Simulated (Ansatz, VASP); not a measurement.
## One calculation of SiPb, two programs

```
CELL_PARAMETERS angstrom
4.42883 0.00000 0.00000
-2.21441 3.83548 0.00000
0.00000 0.00000 7.27841
ATOMIC_POSITIONS crystal
Pb 0.33333 0.66667 0.00047
Pb 0.66667 0.33333 0.50047
Si 0.33333 0.66667 0.37553
Si 0.66667 0.33333 0.87553
```

Alike in both runs: functional PBE; k mesh 10 × 10 × 6; occupations fermi-dirac, width 0.03 eV; no spin polarisation.

Ansatz relaxed the structure, and its values are those at the end. VASP's run is a single point on that final structure, the one shown.

```csv
,VASP,Ansatz
version,VASP 6.6.1,Ansatz 0.2.0
potentials or method,"VASP PAW PBE potentials, release 64 (Pb_d, Si)","PAW with Ansatz's default frozen-core files, scalar-relativistic"
plane-wave cutoff (eV),520,420
valence electrons in the cell,36,36
```

```csv
,VASP,Ansatz,Ansatz less VASP
pressure (GPa),-0.1,0.0,+0.05
```

The runs have no spin-orbit coupling, so splittings on Pb are missing.
